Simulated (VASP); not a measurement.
Here is the system:

```yaml
crystal:
  lattice:
    - [4.57817, 0.00000, 0.00000]
    - [0.00000, 4.57817, 0.00000]
    - [0.00000, 0.00000, 6.42247]
  atoms:
    - { symbol: Mg, position: [0.50000, 0.50000, 0.50000] }
    - { symbol: Cd, position: [0.00000, 0.00000, 0.00000] }
    - { symbol: Te, position: [0.00000, 0.50000, 0.25439] }
    - { symbol: Te, position: [0.50000, 0.00000, 0.74561] }
```

The numbers are results of PBEsol GGA, VASP's PBE PAW potentials (set 64) (plane waves; VASP), not measurements. Settings: 400 eV cut-off, Gaussian smearing of 0.050 eV, potentials Mg Cd Te.

Unless said otherwise, spin-orbit coupling is left out, though it shifts the bands of the heavy elements here.

Q: What does the run give for the band gap (along the path) with the smallest direct gap where there is one?

A: 
```
Quantity                               Result
------------------------------------  -------
band gap (along the path)             1.44 eV
smallest direct gap (along the path)  1.44 eV
```

Total energies compare only between runs with the same potentials, cut-off and functional.

The structure comes from a computed database's MgCdTe2 entry (P-4m2); how it stands against other phases isn't given here. It was relaxed first.
